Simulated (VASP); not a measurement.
Input:

```yaml
crystal:
  lattice:
    - [0.00000, 3.49087, 3.49087]
    - [3.49087, 0.00000, 3.49087]
    - [3.49087, 3.49087, 0.00000]
  atoms:
    - { symbol: Rb, position: [0.00000, 0.00000, 0.00000] }
    - { symbol: Br, position: [0.50000, 0.50000, 0.50000] }
```

Calculation: AM05 GGA, VASP's PBE PAW potentials (set 64) (plane waves; VASP). Run with 520 eV cut-off, Gaussian smearing of 0.050 eV, potentials Rb_sv Br.

### Question
Estimate the band gap (along the path) with the smallest direct gap where there is one.

### Answer

```yaml
band gap (along the path): 4.30 eV
smallest direct gap (along the path): 4.30 eV
```

The compound is RbBr in the rock salt structure. It was relaxed first.
